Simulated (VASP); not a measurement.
Data:

```
CELL_PARAMETERS angstrom
      0.00000     2.83110     2.84214
      2.94064     0.00000     2.84214
      2.94064     2.83110     0.00000
ATOMIC_POSITIONS crystal
  Li 0.25000 0.25000 0.25000
  Li 0.75000 0.75000 0.75000
  S  0.99299 0.00701 0.00701
```

Level of theory: PBE GGA, VASP's PBE PAW potentials (set 64) (plane waves; VASP 6.6.1). Run with 520 eV cut-off, 6×6×6 Monkhorst-Pack mesh, Gaussian smearing of 0.050 eV, potentials Li_sv S.

### Question
Predict the energy per atom (σ→0), largest force.

### Answer

* **energy per atom (σ→0)**: -385.4 kJ/mol of atoms
* **largest force**: 0.141 eV/Å

Only differences to runs with the same potentials and settings are physical.

The compound is Li2S in the antifluorite structure. The cell was not relaxed at this level, atoms are displaced from their ideal sites. The run is one of a series of settings (KPOINTS 6×6×6 Monkhorst-Pack mesh against the base run), some of them coarse on purpose.
